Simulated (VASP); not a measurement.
Calculation: PBE GGA, VASP's PBE PAW potentials (set 64) (plane waves; VASP 6.6.1).

The input files of a VASP run:

**POSCAR**
```
Cd
1
    1.4900000000    -2.5807560000     0.0000000000
    1.4900000000     2.5807560000     0.0000000000
    0.0000000000     0.0000000000     5.6200000000
Cd
2
Direct
  0.3333330000   0.6666670000   0.2500000000
  0.6666670000   0.3333330000   0.7500000000
```

**KPOINTS**
```
Automatic
0
gamma
  15 15 7
0 0 0
```

INCAR:
```
SYSTEM = Cd
PREC = Accurate
ENCUT = 300
EDIFF = 1E-6
NELM = 100
ALGO = Normal
LREAL = .FALSE.
LASPH = .TRUE.
ISMEAR = -1
SIGMA = 0.136
GGA = PE
LMAXMIX = 4
LWAVE = .FALSE.
LCHARG = .FALSE.
ISIF = 2
```

POTCAR, in this order: Cd (PBE.64 set). Program: vasp_std.

At this cut-off the stress carries a Pulay error, which pulls relaxed volumes low.

### Question
Predict the energy per atom (σ→0), pressure, band gap (on the k-mesh).

### Answer

```yaml
energy per atom (σ→0): -0.738 eV/atom
band gap (on the k-mesh): none (metal, semimetal or under 0.01 eV)
pressure: 3.21 GPa
```

**OSZICAR**
```
...
DAV:   5    -0.159258646458E+01   -0.46307E-05   -0.46309E-05  4296   0.573E-02    0.490E+00
DAV:   6    -0.149937992283E+01    0.93207E-01   -0.25152E-01  3656   0.626E+00    0.386E+00
DAV:   7    -0.149111528493E+01    0.82646E-02   -0.34381E-02  3880   0.192E+00    0.155E+00
DAV:   8    -0.149058346882E+01    0.53182E-03   -0.37851E-03  3776   0.852E-01    0.965E-02
DAV:   9    -0.149060847537E+01   -0.25007E-04   -0.14460E-05  4424   0.439E-02    0.397E-02
DAV:  10    -0.149064126653E+01   -0.32791E-04   -0.26821E-05  3848   0.522E-02    0.461E-03
DAV:  11    -0.149064127673E+01   -0.10198E-07   -0.73394E-08  2576   0.309E-03
   1 F= -.14906413E+01 E0= -.14758154E+01  d E =-.296518E-01
```

The structure is a typed Cd crystal. The cell was not relaxed at this level.
